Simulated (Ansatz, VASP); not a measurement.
## PdPt2: VASP beside Ansatz

INCAR

```
ALGO = Normal ; EDIFF = 1E-7
ENCUT = 520 ; GGA = PE
ISIF = 2 ; ISMEAR = 0
LASPH = T ; LCHARG = F
LREAL = F ; LWAVE = F
NBANDS = 22 ; NELM = 60
PREC = Accurate ; SIGMA = 0.1
```

Contents of KPOINTS:

```
k-points
0
Gamma
  8 8 8
```

Contents of POSCAR:

```
PdPt2
1.0
   -1.6374690948      1.6374690948      4.0169163733
    1.6374690948     -1.6374690948      4.0169163733
    1.6374690948      1.6374690948     -4.0169163733
Pd Pt
1 2
Direct
    0.0000000000      0.0000000000      0.0000000000
    0.6650000000      0.6650000000      0.0000000000
    0.3350000000      0.3350000000      0.0000000000
```

Input for Ansatz:

```yaml
crystal:
  lattice:
    - [-1.6374690948, 1.6374690948, 4.0169163733]
    - [1.6374690948, -1.6374690948, 4.0169163733]
    - [1.6374690948, 1.6374690948, -4.0169163733]
  atoms:
    - { symbol: Pd, position: [0.0, 0.0, 0.0] }
    - { symbol: Pt, position: [0.665, 0.665, 0.0] }
    - { symbol: Pt, position: [0.335, 0.335, 0.0] }
basis:
  ecutwfc: 420
kpoints:
  mp_grid: { grid: [8, 8, 8] }
hamiltonian:
  xc: pbe
scf:
  occupations: { method: gaussian, width: 0.1 }
  lower_state_search: "off"
output:
  forces: true
  stress: true
  eigenvalues: true
```

Alike in both runs: task single point; functional PBE; k mesh 8 × 8 × 8; occupations gaussian, width 0.1 eV; no spin polarisation.

|  | VASP | Ansatz |
| --- | --- | --- |
| version | VASP 6.6.1 | Ansatz 0.2.0 |
| potentials or method | VASP PAW PBE potentials, release 64 (Pd, Pt) | scalar-relativistic, plane waves, PAW |
| plane-wave cutoff (eV) | 520 | 420 |
| valence electrons in the cell | 30 | 54 |

```csv
,VASP,Ansatz,Ansatz less VASP
gap on the k mesh at the Fermi level (eV),none,none,-
pressure (GPa),23.3,23.9,+0.58
largest component of the traceless stress (GPa),1.36,1.35,-0.007
rms of the force components (eV/Å),0.204,0.205,+0.0010
```

Atom by atom the forces differ by 0.001 eV/Å (rms over components). A gap of «none» marks a metal or a gap that the smearing closes. The two sets of potentials don't hold the same shells in valence.

Caveats: so large a pressure means that the cell lies far from this level's equilibrium, or that cutoff or potentials fall short (VASP). The runs have no spin-orbit coupling, so splittings on Pt are missing.
